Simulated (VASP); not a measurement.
# Be2Ge (Fm-3m) in VASP: a series of runs, part 2 of 2

VASP 6.6.1. Earlier steps stand in the parts before.

## 3. Single point, PBE

This run uses another cell than the first one, of 13.75 Å³/atom, 1.065 times its volume.

INCAR reads:

```
SYSTEM = Be2Ge
PREC = Accurate ; ENCUT = 520
EDIFF = 1E-6 ; ISMEAR = 0
SIGMA = 0.05 ; LREAL = .False.
LASPH = .True. ; NELM = 100
ALGO = Normal ; ISIF = 2
LWAVE = .False. ; LCHARG = .False.
GGA = PE ; NBANDS = 16
```

KPOINTS reads:

```
Automatic mesh
0
Gamma
  6 6 6
  0 0 0
```

POSCAR reads:

```
Be2Ge
1.0
    0.0000000000      2.7424137787      2.7424137787
    2.7424137787      0.0000000000      2.7424137787
    2.7424137787      2.7424137787      0.0000000000
Ge Be
1 2
Direct
    0.0000000000      0.0000000000      0.0000000000
    0.2500000000      0.2500000000      0.2500000000
    0.7500000000      0.7500000000      0.7500000000
```

Potentials or basis: VASP PAW PBE potentials, release 64 (Ge_d, Be).

The run is started by

```console
$ cat potpaw_PBE.64/Ge_d/POTCAR potpaw_PBE.64/Be/POTCAR > POTCAR
$ mpirun -np 1 vasp_std > vasp.out
```

OUTCAR:

```text
SYSTEM = Be2Ge
   PREC = Accurate
   ENCUT = 520
   EDIFF = 1E-6
   ISMEAR = 0
   LREAL = .False.
   LASPH = .True.
   NELM = 100
   ISIF = 2
   GGA = PE

 ion  position               nearest neighbor table
   1  0.000  0.000  0.000-   2 2.38   3 2.38   3 2.38   3 2.38   3 2.38   2 2.38   2 2.38   2 2.38

   2  0.250  0.250  0.250-   1 2.38   1 2.38   1 2.38   1 2.38
   3  0.750  0.750  0.750-   1 2.38   1 2.38   1 2.38   1 2.38

  LATTYP: Found a face centered cubic cell.
 ALAT       =     5.4848275574

  Lattice vectors:

 A1 = (   0.0000000000,   2.7424137787,   2.7424137787)
 A2 = (   2.7424137787,   0.0000000000,   2.7424137787)
 A3 = (   2.7424137787,   2.7424137787,   0.0000000000)

Analysis of symmetry for initial positions (statically):
=====================================================================
 Subroutine PRICEL returns:
 Original cell was already a primitive cell.

 Routine SETGRP: Setting up the symmetry group for a
 face centered cubic supercell.

 Subroutine GETGRP returns: Found 48 space group operations
 (whereof 48 operations were pure point group operations)
 out of a pool of 48 trial point group operations.

The static configuration has the point symmetry O_h .

Analysis of symmetry for dynamics (positions and initial velocities):
=====================================================================
 Subroutine PRICEL returns:
 Original cell was already a primitive cell.

 Routine SETGRP: Setting up the symmetry group for a
 face centered cubic supercell.

 Subroutine GETGRP returns: Found 48 space group operations
 (whereof 48 operations were pure point group operations)
 out of a pool of 48 trial point group operations.

The dynamic configuration has the point symmetry O_h .

 Subroutine INISYM returns: Found 48 space group operations
 (whereof 48 operations are pure point group operations),
 and found     1 'primitive' translations

----------------------------------------------------------------------------------------

                                     Primitive cell

  volume of cell :      41.2505

  direct lattice vectors                    reciprocal lattice vectors
     0.000000000  2.742413779  2.742413779    -0.182321138  0.182321138  0.182321138
     2.742413779  0.000000000  2.742413779     0.182321138 -0.182321138  0.182321138
     2.742413779  2.742413779  0.000000000     0.182321138  0.182321138 -0.182321138

  length of vectors
     3.878358759  3.878358759  3.878358759     0.315789474  0.315789474  0.315789474

  position of ions in fractional coordinates (direct lattice)
     0.000000000  0.000000000  0.000000000
     0.250000000  0.250000000  0.250000000
     0.750000000  0.750000000  0.750000000

  ion indices of the primitive-cell ions
   primitive index   ion index
                 1           1
                 2           2
                 3           3

----------------------------------------------------------------------------------------

 KPOINTS: Automatic mesh

Automatic generation of k-mesh.
 Grid dimensions read from file:
 generate k-points for:    6    6    6

 Generating k-lattice:

  Cartesian coordinates                     Fractional coordinates (reciprocal lattice)
    -0.030386856  0.030386856  0.030386856     0.166666667  0.000000000  0.000000000
     0.030386856 -0.030386856  0.030386856     0.000000000  0.166666667  0.000000000
     0.030386856  0.030386856 -0.030386856     0.000000000  0.000000000  0.166666667

  Length of vectors
     0.052631579  0.052631579  0.052631579

  Shift w.r.t. Gamma in fractional coordinates (k-lattice)
     0.000000000  0.000000000  0.000000000

 Subroutine IBZKPT returns following result:
 ===========================================

 Found     16 irreducible k-points:

 Following reciprocal coordinates:
            Coordinates               Weight
  0.000000  0.000000  0.000000      1.000000
  0.166667  0.000000  0.000000      8.000000
  0.333333  0.000000  0.000000      8.000000
  0.500000  0.000000  0.000000      4.000000
  0.166667  0.166667  0.000000      6.000000
  0.333333  0.166667  0.000000     24.000000
[... 8 lines left out ...]
 -0.333333  0.333333  0.166667     24.000000
 -0.333333  0.500000  0.166667     12.000000
   k-points           NKPTS =     16   k-points in BZ     NKDIM =     16   number of bands    NBANDS=     16
   number of dos      NEDOS =    301   number of ions     NIONS =      3
   total plane-waves  NPLWV =  27000
   dimension x,y,z NGX =    30 NGY =   30 NGZ =   30
   dimension x,y,z NGXF=    60 NGYF=   60 NGZF=   60
   ions per type =               1   2
   NGX,Y,Z   is equivalent  to a cutoff of  12.86, 12.86, 12.86 a.u.
   NGXF,Y,Z  is equivalent  to a cutoff of  25.72, 25.72, 25.72 a.u.
 SYSTEM =  Be2Ge
   PREC   = accura    normal or accurate (medium, high low for compatibility)
   ISTART =      0    job   : 0-new  1-cont  2-samecut
   ICHARG =      2    charge: 1-file 2-atom 10-const
   ISPIN  =      1    spin polarized calculation?
   LNONCOLLINEAR =      F non collinear calculations
   LSORBIT =      F    spin-orbit coupling
   LASPH  =      T    aspherical Exc in radial PAW
   ENCUT  =  520.0 eV  38.22 Ry    6.18 a.u.   7.21  7.21  7.21*2*pi/ulx,y,z
   NELM   =    100;   NELMIN=  2; NELMDL= -5     # of ELM steps
   EDIFF  = 0.1E-05   stopping-criterion for ELM
   LREAL  =      F    real-space projection
   EDIFFG = 0.1E-04   stopping-criterion for IOM
   NSW    =      0    number of steps for IOM
   IBRION =     -1    ionic relax: 0-MD 1-quasi-New 2-CG
   NFREE  =      0    steps in history (QN), initial steepest desc. (CG)
   ISIF   =      2    stress and relaxation
   ISYM   =      2    0-nonsym 1-usesym 2-fastsym
   POTIM  = 0.5000    time-step for ionic-motion
   TEBEG  =    0.0;   TEEND  =   0.0 temperature during run
   PSTRESS=    0.0 pullay stress
   NELECT =      18.0000    total number of electrons
   NUPDOWN=      -1.0000    fix difference up-down
   EMIN   =  10.00;   EMAX   =-10.00  energy-range for DOS
   EFERMI =   0.00;   METHOD = LEGACY
   ISMEAR =     0;   SIGMA  =   0.05  broadening in eV -4-tet -1-fermi 0-gaus
   EFERMI_NEDOS =   21; number of points for ismear=-14 and -15
   IALGO  =     38    algorithm
   IMIX   =      4    mixing-type and parameters
     AMIX     =   0.40;   BMIX     =  1.00
     AMIX_MAG =   1.60;   BMIX_MAG =  1.00
  volume/ion in A,a.u.               =      13.75        92.79
  Fermi-wavevector in a.u.,A,eV,Ry     =   1.241717  2.346505 20.978300  1.541862
  Thomas-Fermi vector in A             =   2.376103
   LORBIT       =      0    0 simple, 1 ext, 2 COOP (PROOUT), +10 PAW based schemes
   GGA     = PE    functional components
   LHFCALC =     F    Hartree Fock is set to
   AEXX    =    0.0000 exact exchange contribution
   IVDW    =     0    specifies the selected vdW correction
   LEPSILON=     F    determine dielectric tensor
   LRPA    =     F    only Hartree local field effects (RPA)
 non-spin polarized calculation
 Gauss-broadening in eV      SIGMA  =   0.05
  energy-cutoff  :      520.00
  volume of cell :       41.25
 maximum number of plane-waves:      1139
 NGX is ok and might be reduce to    30
   NGX = 15   NGY = 15   NGZ = 15

 number of electron      17.9999985 magnetization

 Free energy of the ion-electron system (eV)
  ---------------------------------------------------
  ext. energy  EPLUGINS =         0.00000000
  ---------------------------------------------------
  free energy    TOTEN  =       -11.23319227 eV

  energy without entropy =      -11.23314402  energy(sigma->0) =      -11.23316814

 E-fermi :   5.8320     XC(G=0): -10.1011

 val. band max:        5.7478737516   @ k =   0.5000   0.5000   0.0000
 cond. band min:       5.9247130162   @ k =   0.3333   0.3333   0.0000
 fundamental gap:      0.1768392647
 Fermi energy:         5.8319538977

 k-point     1 :       0.0000    0.0000    0.0000
  band No.  band energies     occupation
      1     -18.7993      2.00000
      2     -18.7993      2.00000
      3     -18.7993      2.00000
      4     -18.7604      2.00000
      5     -18.7604      2.00000
      6      -6.3745      2.00000
[... 8 lines left out ...]
     15      12.4614      0.00000
     16      12.4614      0.00000
[... 268 lines left out ...]
  band No.  band energies     occupation
      1     -18.7975      2.00000
      2     -18.7885      2.00000
      3     -18.7840      2.00000
      4     -18.7644      2.00000
      5     -18.7569      2.00000
      6      -3.4383      2.00000
[... 8 lines left out ...]
     15      14.8928      0.00000
     16      17.0890      0.00000

------------------------ aborting loop because EDIFF is reached ----------------------------------------

  FORCE on cell =-STRESS in cart. coord.  units (eV):
  Direction    XX          YY          ZZ          XY          YZ          ZX
  --------------------------------------------------------------------------------------
  -------------------------------------------------------------------------------------
  Total       -1.3453434     -1.3453434     -1.3453434      0.0000000     -0.0000000      0.0000000
  in kB      -52.2534301    -52.2534301    -52.2534301      0.0000000     -0.0000000      0.0000000
  external PRESSURE =     -52.2534301 kB  Pullay stress =       0.0000000 kB

 VOLUME and BASIS-vectors are now :
 -----------------------------------------------------------------------------
  energy-cutoff  :      520.00
  volume of cell :       41.25
      direct lattice vectors                 reciprocal lattice vectors
     0.000000000  2.742413779  2.742413779    -0.182321138  0.182321138  0.182321138
     2.742413779  0.000000000  2.742413779     0.182321138 -0.182321138  0.182321138
     2.742413779  2.742413779  0.000000000     0.182321138  0.182321138 -0.182321138

 POSITION                                       TOTAL-FORCE (eV/Angst)
 -----------------------------------------------------------------------------------
      0.00000      0.00000      0.00000        -0.000000      0.000000     -0.000000
      1.37121      1.37121      1.37121        -0.000000     -0.000000     -0.000000
      4.11362      4.11362      4.11362         0.000000      0.000000      0.000000
 -----------------------------------------------------------------------------------
    total drift:                                0.000000     -0.000000     -0.000000

  FREE ENERGIE OF THE ION-ELECTRON SYSTEM (eV)
  ---------------------------------------------------
  free  energy   TOTEN  =       -11.2331922721 eV

  energy  without entropy=      -11.2331440167  energy(sigma->0) =      -11.23316814
```

Run time: 6 s. Hardware: 1 thread of Intel Xeon 6975P-C (Granite Rapids), shared host; peak memory 0.16 GiB.

Results:

| Quantity | Value |
| --- | --- |
| Free energy | -11.2332 eV |
| Pressure | -5.2 GPa |
| Band gap on the k mesh | none (metal or under the smearing width) |
